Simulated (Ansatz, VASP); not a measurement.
ZnGaP: VASP beside Ansatz

POSCAR

```
ZnGaP
1.0
    4.0159400000      0.0000000000      0.0000000000
   -2.0079700000      3.4779100000      0.0000000000
    0.0000000000      0.0000000000      4.4042000000
Zn Ga P
1 1 1
Direct
    0.0000000000      0.0000000000      0.5000000000
    0.6666700000      0.3333300000      0.0000000000
    0.3333300000      0.6666700000      0.5000000000
```

Contents of INCAR.step1:

```
  PREC = Accurate
  ENCUT = 520
  EDIFF = 1E-5
  ISMEAR = -1
  SIGMA = 0.05
  LREAL = F
  LASPH = T
  NELM = 100
  ALGO = Normal
  ISIF = 2
  LWAVE = T
  LCHARG = F
  GGA = PE
```

INCAR.step2

```
  PREC = Accurate
  ENCUT = 520
  EDIFF = 1E-6
  ISMEAR = -1
  SIGMA = 0.05
  LREAL = F
  LASPH = T
  NELM = 100
  ALGO = Normal
  ISIF = 2
  LWAVE = F
  LCHARG = F
  GGA = PE
  LHFCALC = T
  HFSCREEN = 0.2
  AEXX = 0.1
  PRECFOCK = Fast
  ISTART = 1
```

KPOINTS

```
Automatic mesh
0
Gamma
  4 4 3
```

File input.yaml:

```yaml
crystal:
  lattice:
    - [4.01594, 0.0, 0.0]
    - [-2.00797, 3.47791, 0.0]
    - [0.0, 0.0, 4.4042]
  atoms:
    - { symbol: Zn, position: [0.0, 0.0, 0.5] }
    - { symbol: Ga, position: [0.66667, 0.33333, 0.0] }
    - { symbol: P, position: [0.33333, 0.66667, 0.5] }
hamiltonian:
  xc: { exchange: pbe, correlation: pbe, exx: { coeff: 0.1, omega: 0.2 } }
  pseudopotentials: { kind: paw }
kpoints:
  mp_grid: { grid: [4, 4, 3] }
scf:
  occupations: { method: fermi_dirac, width: 0.05 }
output:
  forces: true
  stress: true
  eigenvalues: true
  write_density: true
  write_potential: true
  elf: true
  volumetric_format: npy
```

The cell was built by a generator and needn't be a form met in nature.

Alike in both runs: task single point; functional HSE(alpha, omega); k mesh 4 × 4 × 3; occupations fermi-dirac, width 0.05 eV; no spin polarisation.

|  | VASP | Ansatz |
| --- | --- | --- |
| version | VASP 6.6.1 | Ansatz 0.2.0 |
| potentials or method | VASP PAW PBE potentials, release 64 (Zn, Ga_d, P) | Ansatz PAW |
| plane-wave cutoff (eV) | 520 | 420 |
| valence electrons in the cell | 30 | 30 |

Ansatz gave:

| Property | Result |
| --- | --- |
| gap on the k mesh at the Fermi level (eV) | 0.16 |
| least direct gap on the mesh (eV) | 1.92 |
| pressure (GPa) | 1.2 |
| largest component of the traceless stress (GPa) | 0.61 |

Problem. Estimate VASP's values.

Solution. gap on the k mesh at the Fermi level (eV): 0.16; least direct gap on the mesh (eV): 1.92; pressure (GPa): 1.3; largest component of the traceless stress (GPa): 0.67.

With one functional, cell and mesh, what is left measures potentials, basis and numerics.

Caveats: the k mesh is coarse (spacing up to 0.48 Å⁻¹), so the values aren't converged, least of all with exact exchange; the PAW data sets were made with another functional, which shifts forces and pressure a little (VASP); an odd mesh through Γ misses points on the zone boundary, where band edges often lie (VASP); the PAW data sets come from PBE, with cores solved anew for the run's functional, which leaves a small shift of forces and pressure (Ansatz); the thresholds are loose for stress (Ansatz).
